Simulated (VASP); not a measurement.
These are r2SCAN meta-GGA, VASP's PBE PAW potentials (set 64) (plane waves; VASP) values and carry that method's errors.

The input files of a VASP run:

File POSCAR:
```
InAs
1.0
  0.0000000000   3.0550188498   3.0550188498
  3.0550188498   0.0000000000   3.0550188498
  3.0550188498   3.0550188498   0.0000000000
In As
1 1
Direct
  0.0000000000   0.0000000000   0.0000000000
  0.7500000000   0.7500000000   0.7500000000
```

### KPOINTS
```
K-points
0
G
7 7 7
0 0 0
```

### INCAR
```
EDIFF = 1E-6
LREAL = .FALSE.   # projection in real space or not
NSW = 60   # most ionic steps
ALGO = Normal   # blocked Davidson
SIGMA = 0.05   # width (eV)
ENCUT = 480   # plane-wave cut-off (eV)
LMIXTAU = .TRUE.
LCHARG = .FALSE.
ISIF = 3   # ions, shape and volume
LASPH = .TRUE.
LWAVE = .FALSE.
LMAXMIX = 4   # l cut-off of mixed one-centre charges
ISMEAR = 0   # Gaussian
PREC = Accurate
EDIFFG = -0.01   # ionic stop
SYSTEM = InAs
METAGGA = R2SCAN
NELM = 100
IBRION = 2
```

POTCAR, in this order: In_d As (PBE.64 set). Program: vasp_std.

What VASP printed:

OSZICAR:
```
       N       E                     dE             d eps       ncg     rms          rms(c)
DAV:   1     0.841383918852E+02    0.84138E+02   -0.82876E+03   520   0.146E+03
DAV:   2    -0.328683628040E+02   -0.11701E+03   -0.11305E+03   545   0.325E+02
DAV:   3    -0.412106949754E+02   -0.83423E+01   -0.82850E+01   685   0.934E+01
DAV:   4    -0.414437006535E+02   -0.23301E+00   -0.23287E+00   649   0.178E+01
DAV:   5    -0.414559052450E+02   -0.12205E-01   -0.12204E-01   719   0.337E+00    0.589E+00
DAV:   6    -0.380219166452E+02    0.34340E+01   -0.21030E+00   635   0.365E+01    0.308E+00
DAV:   7    -0.380131909939E+02    0.87257E-02   -0.64665E-01   540   0.124E+01    0.151E+00
DAV:   8    -0.380089476533E+02    0.42433E-02   -0.38287E-01   525   0.808E+00    0.106E+00
DAV:   9    -0.380016245021E+02    0.73232E-02   -0.21142E-02   615   0.183E+00    0.843E-01
DAV:  10    -0.380491784133E+02   -0.47554E-01   -0.79580E-02   579   0.343E+00    0.345E-01
DAV:  11    -0.380542301867E+02   -0.50518E-02   -0.17080E-02   548   0.160E+00    0.297E-01
DAV:  12    -0.380530524020E+02    0.11778E-02   -0.37642E-03   520   0.739E-01    0.239E-01
DAV:  13    -0.380527085107E+02    0.34389E-03   -0.20250E-03   530   0.667E-01    0.910E-02
DAV:  14    -0.380544074494E+02   -0.16989E-02   -0.92598E-04   520   0.323E-01    0.466E-02
DAV:  15    -0.380544023611E+02    0.50883E-05   -0.21679E-04   600   0.171E-01    0.367E-02
DAV:  16    -0.380544050669E+02   -0.27058E-05   -0.60669E-05   566   0.102E-01    0.260E-02
DAV:  17    -0.380544391647E+02   -0.34098E-04   -0.22906E-05   550   0.533E-02    0.141E-02
DAV:  18    -0.380544382736E+02    0.89115E-06   -0.60380E-06   660   0.219E-02
   1 F= -.38054438E+02 E0= -.38054363E+02  d E =-.380544E+02
```

**OUTCAR**
```
------------------------ aborting loop because EDIFF is reached ----------------------------------------
  FORCE on cell =-STRESS in cart. coord.  units (eV):
  Direction    XX          YY          ZZ          XY          YZ          ZX
  --------------------------------------------------------------------------------------
  Total       -0.0098014     -0.0098014     -0.0098014      0.0000000      0.0000000      0.0000000
  in kB       -0.2753778     -0.2753778     -0.2753778      0.0000000      0.0000000      0.0000000
  external PRESSURE =      -0.2753778 kB  Pullay stress =       0.0000000 kB
  volume of cell :       57.03
      direct lattice vectors                 reciprocal lattice vectors
     0.000000000  3.055018850  3.055018850    -0.163665111  0.163665111  0.163665111
     3.055018850  0.000000000  3.055018850     0.163665111 -0.163665111  0.163665111
     3.055018850  3.055018850  0.000000000     0.163665111  0.163665111 -0.163665111
  FREE ENERGIE OF THE ION-ELECTRON SYSTEM (eV)
  ---------------------------------------------------
  free  energy   TOTEN  =       -38.0544382736 eV

  energy  without entropy=      -38.0542869877  energy(sigma->0) =      -38.05436263

 reached required accuracy - stopping structural energy minimisation
```
(Selected blocks of OUTCAR.)

The compound is InAs in the zinc blende structure. It was relaxed first. The start is the result of an earlier pass.
